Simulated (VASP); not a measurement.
# C (Diamond): GW quasiparticle gap, part 2 of 4

How does the gap of C (Diamond) change from the starting functional to GW? The cell has space group Fd-3m. The start is a cell from a database of measured crystal structures.

VASP 6.6.1, plane waves and PAW; the level of theory is named at each step.

So far, gap on the k-mesh (eV): step 2 (ground state) 4.13.

**4. evGW0**

This step: evGW0 on LDA; plane waves and PAW (C_GW) (VASP 6.6.1).

The lowest NBANDSGW levels in G are updated for four passes while W stays fixed, so the result depends less on the starting levels.

The input, INCAR:

```
SYSTEM = C
PREC = Accurate
ENCUT = 440
ISMEAR = 0
SIGMA = 0.01
LREAL = .FALSE.
GGA = CA
NBANDS = 64
ALGO = EVGW0
NELMGW = 4
ENCUTGW = 180
NOMEGA = 48
PRECFOCK = Fast
NBANDSGW = 12
LWAVE = .FALSE.
LCHARG = .FALSE.
```

The input, POSCAR:

```
C
1.0
    0.0000000000      1.7833700000      1.7833700000
    1.7833700000      0.0000000000      1.7833700000
    1.7833700000      1.7833700000      0.0000000000
C
2
Direct
    0.7500000000      0.7500000000      0.7500000000
    0.5000000000      0.5000000000      0.5000000000
```

The input, KPOINTS:

```
Automatic mesh
0
Gamma
9 9 9
0 0 0
```

The projector-augmented-wave data sets are C_GW (LDA family, release 64).

Command:

```sh
mpirun -np 4 vasp_std
```

What it wrote:

```text
[banner, memory and clock lines left out]
running    4 mpi-ranks, on    1 nodes
 distrk:  each k-point on    4 cores,    1 groups
 distr:  one band on    1 cores,    4 groups

 POSCAR found type information on POSCAR C
 POSCAR found :  1 types and       2 ions
|                                                                             |
|           W    W    AA    RRRRR   N    N  II  N    N   GGGG   !!!           |
|           W    W   A  A   R    R  NN   N  II  NN   N  G    G  !!!           |
|           W    W  A    A  R    R  N N  N  II  N N  N  G       !!!           |
|           W WW W  AAAAAA  RRRRR   N  N N  II  N  N N  G  GGG   !            |
|           WW  WW  A    A  R   R   N   NN  II  N   NN  G    G                |
|           W    W  A    A  R    R  N    N  II  N    N   GGGG   !!!           |
|                                                                             |
|     The default for ENCUTGWSOFT is different in this version of VASP.       |
|     please manually set ENCUTGWSOFT =180 in the INCAR file.                 |
|                                                                             |

 LDA part: xc-table for (Slater(with rela. corr.)+CA(PZ))
 , standard interpolation
 found WAVECAR, reading the header
 POSCAR, INCAR and KPOINTS ok, starting setup
 FFT: planning ... GRIDC
 FFT: planning ... GRID_SOFT
 FFT: planning ... GRID
 reading WAVECAR
 the WAVECAR file was read successfully
 initial charge from wavefunction
 available memory per node:    143.80 GB, setting MAXMEM to    147249

 The Fermi energy was updated, please check that it is located mid-gap
 values below the HOMO (VB) or above the LUMO (CB) will cause erroneous energies
 E-fermi :  11.8223

 calculate exact exchange contribution
 the WAVEDER file was read successfully
energies w=
    0.000    0.000    1.231    0.000    2.457    0.000    3.673    0.000
    4.875    0.000    6.060    0.000    7.225    0.000    8.370    0.000
    9.494    0.000   10.596    0.000   11.680    0.000   12.745    0.000
   13.795    0.000   14.833    0.000   15.861    0.000   16.884    0.000
   17.904    0.000   18.927    0.000   19.957    0.000   20.998    0.000
   22.055    0.000   23.135    0.000   24.244    0.000   25.389    0.000
   26.577    0.000   27.818    0.000   29.123    0.000   30.503    0.000
   31.973    0.000   33.552    0.000   35.259    0.000   37.121    0.000
   39.169    0.000   41.444    0.000   43.998    0.000   46.896    0.000
   50.227    0.000   54.109    0.000   58.704    0.000   64.244    0.000
   71.066    0.000   79.682    0.000   90.914    0.000  106.159    0.000
  128.007    0.000  161.853    0.000  221.115    0.000  350.969    0.000
 responsefunction array rank=      68
 LDA part: xc-table for (Slater(with rela. corr.)+CA(PZ))
 , standard interpolation

 min. memory requirement per mpi rank    250.5 MB, per node   1002.0 MB

 allocating  12 responsefunctions rank=    68
 shmem allocating  48 responsefunctions rank=    68
 response function shared by NCSHMEM nodes    1
 Doing           12  frequencies on each core in blocks of           48
NQ=   1    0.0000    0.0000    0.0000,
|.........|.........|.........|.........|.........|.........|.........|.........
 performed        403000 updates of chi_q(r,r)
 total number of BLAS operations         11.24 Gflops
NQ=   2    0.1111    0.0000    0.0000,
|.........|.........|.........|.........|.........|.........|.........|.........
 performed       1086000 updates of chi_q(r,r)
 total number of BLAS operations         32.25 Gflops
NQ=   3    0.2222    0.0000    0.0000,
|.........|.........|.........|.........|.........|.........|.........|.........
 performed       1769000 updates of chi_q(r,r)
 total number of BLAS operations         53.26 Gflops
NQ=   4    0.3333    0.0000    0.0000,
|.........|.........|.........|.........|.........|.........|.........|.........
 performed       2452000 updates of chi_q(r,r)
 total number of BLAS operations         75.65 Gflops
NQ=   5    0.4444    0.0000    0.0000,
|.........|.........|.........|.........|.........|.........|.........|.........
 performed       3135000 updates of chi_q(r,r)
 total number of BLAS operations         98.04 Gflops
NQ=   6    0.1111    0.1111    0.0000,
|.........|.........|.........|.........|.........|.........|.........|.........
 performed       3793000 updates of chi_q(r,r)
 total number of BLAS operations        117.01 Gflops
NQ=   7    0.2222    0.1111    0.0000,
|.........|.........|.........|.........|.........|.........|.........|.........
 performed       4918000 updates of chi_q(r,r)
 total number of BLAS operations        149.43 Gflops
NQ=   8    0.3333    0.1111    0.0000,
|.........|.........|.........|.........|.........|.........|.........|.........
 performed       6043000 updates of chi_q(r,r)
 total number of BLAS operations        185.17 Gflops
NQ=   9    0.4444    0.1111    0.0000,
|.........|.........|.........|.........|.........|.........|.........|.........
 performed       7168000 updates of chi_q(r,r)
 total number of BLAS operations        223.21 Gflops
NQ=  10   -0.4444    0.1111    0.0000,
|.........|.........|.........|.........|.........|.........|.........|.........
 performed       8293000 updates of chi_q(r,r)
 total number of BLAS operations        258.95 Gflops
NQ=  11   -0.3333    0.1111    0.0000,
|.........|.........|.........|.........|.........|.........|.........|.........
 performed       9418000 updates of chi_q(r,r)
 total number of BLAS operations        297.00 Gflops
NQ=  12   -0.2222    0.1111    0.0000,
|.........|.........|.........|.........|.........|.........|.........|.........
 performed      10543000 updates of chi_q(r,r)
 total number of BLAS operations        330.50 Gflops
NQ=  13   -0.1111    0.1111    0.0000,
|.........|.........|.........|.........|.........|.........|.........|.........
 performed      11447000 updates of chi_q(r,r)
 total number of BLAS operations        357.43 Gflops
NQ=  14    0.2222    0.2222    0.0000,
|.........|.........|.........|.........|.........|.........|.........|.........
 performed      12105000 updates of chi_q(r,r)
 total number of BLAS operations        376.40 Gflops
NQ=  15    0.3333    0.2222    0.0000,
|.........|.........|.........|.........|.........|.........|.........|.........
 performed      13230000 updates of chi_q(r,r)
 total number of BLAS operations        409.90 Gflops
NQ=  16    0.4444    0.2222    0.0000,
|.........|.........|.........|.........|.........|.........|.........|.........
 performed      14355000 updates of chi_q(r,r)
 total number of BLAS operations        446.79 Gflops
NQ=  17   -0.4444    0.2222    0.0000,
[...]
calculate QP shifts <psi_nk| G(iteration)W_0 |psi_nk>: iteration 3
 allocating  12 responsefunctions rank=    68
 shmem allocating  48 responsefunctions rank=    68
 response function shared by NCSHMEM nodes    1
 Doing           12  frequencies on each core in blocks of           48
NQ=   1    0.0000    0.0000    0.0000,
|.........|.........|.........|.........|.........|.........|.........|.........
 performed        403000 updates of chi_q(r,r)
 total number of BLAS operations         11.24 Gflops
NQ=   2    0.1111    0.0000    0.0000,
|.........|.........|.........|.........|.........|.........|.........|.........
 performed       1086000 updates of chi_q(r,r)
 total number of BLAS operations         32.25 Gflops
NQ=   3    0.2222    0.0000    0.0000,
|.........|.........|.........|.........|.........|.........|.........|.........
 performed       1769000 updates of chi_q(r,r)
 total number of BLAS operations         53.26 Gflops
NQ=   4    0.3333    0.0000    0.0000,
|.........|.........|.........|.........|.........|.........|.........|.........
 performed       2452000 updates of chi_q(r,r)
 total number of BLAS operations         75.65 Gflops
NQ=   5    0.4444    0.0000    0.0000,
|.........|.........|.........|.........|.........|.........|.........|.........
 performed       3135000 updates of chi_q(r,r)
 total number of BLAS operations         98.04 Gflops
NQ=   6    0.1111    0.1111    0.0000,
|.........|.........|.........|.........|.........|.........|.........|.........
 performed       3793000 updates of chi_q(r,r)
 total number of BLAS operations        117.01 Gflops
NQ=   7    0.2222    0.1111    0.0000,
|.........|.........|.........|.........|.........|.........|.........|.........
 performed       4918000 updates of chi_q(r,r)
 total number of BLAS operations        149.43 Gflops
NQ=   8    0.3333    0.1111    0.0000,
|.........|.........|.........|.........|.........|.........|.........|.........
 performed       6043000 updates of chi_q(r,r)
 total number of BLAS operations        185.17 Gflops
NQ=   9    0.4444    0.1111    0.0000,
|.........|.........|.........|.........|.........|.........|.........|.........
 performed       7168000 updates of chi_q(r,r)
 total number of BLAS operations        223.21 Gflops
NQ=  10   -0.4444    0.1111    0.0000,
|.........|.........|.........|.........|.........|.........|.........|.........
 performed       8293000 updates of chi_q(r,r)
 total number of BLAS operations        258.95 Gflops
NQ=  11   -0.3333    0.1111    0.0000,
|.........|.........|.........|.........|.........|.........|.........|.........
 performed       9418000 updates of chi_q(r,r)
 total number of BLAS operations        297.00 Gflops
NQ=  12   -0.2222    0.1111    0.0000,
|.........|.........|.........|.........|.........|.........|.........|.........
 performed      10543000 updates of chi_q(r,r)
 total number of BLAS operations        330.50 Gflops
NQ=  13   -0.1111    0.1111    0.0000,
|.........|.........|.........|.........|.........|.........|.........|.........
 performed      11447000 updates of chi_q(r,r)
 total number of BLAS operations        357.43 Gflops
NQ=  14    0.2222    0.2222    0.0000,
|.........|.........|.........|.........|.........|.........|.........|.........
 performed      12105000 updates of chi_q(r,r)
 total number of BLAS operations        376.40 Gflops
NQ=  15    0.3333    0.2222    0.0000,
|.........|.........|.........|.........|.........|.........|.........|.........
 performed      13230000 updates of chi_q(r,r)
 total number of BLAS operations        409.90 Gflops
NQ=  16    0.4444    0.2222    0.0000,
|.........|.........|.........|.........|.........|.........|.........|.........
 performed      14355000 updates of chi_q(r,r)
 total number of BLAS operations        446.79 Gflops
NQ=  17   -0.4444    0.2222    0.0000,
|.........|.........|.........|.........|.........|.........|.........|.........
 performed      15480000 updates of chi_q(r,r)
 total number of BLAS operations        482.53 Gflops
NQ=  18   -0.3333    0.2222    0.0000,
|.........|.........|.........|.........|.........|.........|.........|.........
 performed      16605000 updates of chi_q(r,r)
 total number of BLAS operations        516.03 Gflops
NQ=  19   -0.2222    0.2222    0.0000,
|.........|.........|.........|.........|.........|.........|.........|.........
 performed      17509000 updates of chi_q(r,r)
 total number of BLAS operations        544.75 Gflops
NQ=  20    0.3333    0.3333    0.0000,
|.........|.........|.........|.........|.........|.........|.........|.........
 performed      18167000 updates of chi_q(r,r)
 total number of BLAS operations        563.72 Gflops
NQ=  21    0.4444    0.3333    0.0000,
|.........|.........|.........|.........|.........|.........|.........|.........
 performed      19292000 updates of chi_q(r,r)
 total number of BLAS operations        597.23 Gflops
NQ=  22   -0.4444    0.3333    0.0000,
|.........|.........|.........|.........|.........|.........|.........|.........
 performed      20417000 updates of chi_q(r,r)
 total number of BLAS operations        630.73 Gflops
NQ=  23   -0.3333    0.3333    0.0000,
|.........|.........|.........|.........|.........|.........|.........|.........
 performed      21321000 updates of chi_q(r,r)
 total number of BLAS operations        659.45 Gflops
NQ=  24    0.4444    0.4444    0.0000,
|.........|.........|.........|.........|.........|.........|.........|.........
 performed      21979000 updates of chi_q(r,r)
 total number of BLAS operations        681.03 Gflops
NQ=  25   -0.4444    0.4444    0.0000,
|.........|.........|.........|.........|.........|.........|.........|.........
 performed      22883000 updates of chi_q(r,r)
 total number of BLAS operations        710.67 Gflops
NQ=  26    0.3333    0.2222    0.1111,
|.........|.........|.........|.........|.........|.........|.........|.........
 performed      24131000 updates of chi_q(r,r)
 total number of BLAS operations        747.83 Gflops
NQ=  27    0.4444    0.2222    0.1111,
|.........|.........|.........|.........|.........|.........|.........|.........
 performed      25600000 updates of chi_q(r,r)
 total number of BLAS operations        793.03 Gflops
NQ=  28   -0.4444    0.2222    0.1111,
|.........|.........|.........|.........|.........|.........|.........|.........
 performed      27069000 updates of chi_q(r,r)
 total number of BLAS operations        836.78 Gflops
NQ=  29    0.4444    0.3333    0.1111,
|.........|.........|.........|.........|.........|.........|.........|.........
 performed      28317000 updates of chi_q(r,r)
 total number of BLAS operations        877.69 Gflops
NQ=  30   -0.4444    0.3333    0.1111,
|.........|.........|.........|.........|.........|.........|.........|.........
 performed      29786000 updates of chi_q(r,r)
 total number of BLAS operations        924.35 Gflops
NQ=  31   -0.3333    0.3333    0.1111,
|.........|.........|.........|.........|.........|.........|.........|.........
 performed      31255000 updates of chi_q(r,r)
 total number of BLAS operations        968.10 Gflops
NQ=  32   -0.2222    0.3333    0.1111,
|.........|.........|.........|.........|.........|.........|.........|.........
 performed      32429000 updates of chi_q(r,r)
 total number of BLAS operations       1003.07 Gflops
NQ=  33   -0.4444    0.4444    0.1111,
|.........|.........|.........|.........|.........|.........|.........|.........
 performed      33677000 updates of chi_q(r,r)
 total number of BLAS operations       1042.71 Gflops
NQ=  34   -0.3333    0.4444    0.1111,
|.........|.........|.........|.........|.........|.........|.........|.........
 performed      34851000 updates of chi_q(r,r)
 total number of BLAS operations       1076.55 Gflops
NQ=  35   -0.3333    0.4444    0.2222,
|.........|.........|.........|.........|.........|.........|.........|.........
 performed      36099000 updates of chi_q(r,r)
 total number of BLAS operations       1113.71 Gflops
 resolving degeneracies of screened two electron integrals

 calculate QP shifts <psi_nk| G(iteration)W_0 |psi_nk>: iteration 4
 entering main loop
```

Elapsed: 10 min, on 4 MPI ranks of Intel Xeon Platinum 8375C at 2.90GHz (Ice Lake), shared host; peak memory 1 GiB; 41 min of CPU time.

(Part 2 of 4 ends here.)

[Lines on the potential files, build, host, timing and source positions are cut from VASP's logs without a mark.]

[Logs are printed without paths, hosts, clocks, repeated set-up lines and the standing remarks that a program may print on its own settings, such as how far it seeks lower states.]

[Hosts, paths, dates, database ids (printed as entryN), source tags and the programs' standing remarks are cut or masked in the printed files.]

[Measured values are set beside computed ones only where the two were judged alike; some that the calculation misses by far are left out.]

[Pressures printed for these runs are not shown converged in the cutoff: they can be off by several GPa and have the wrong sign.]
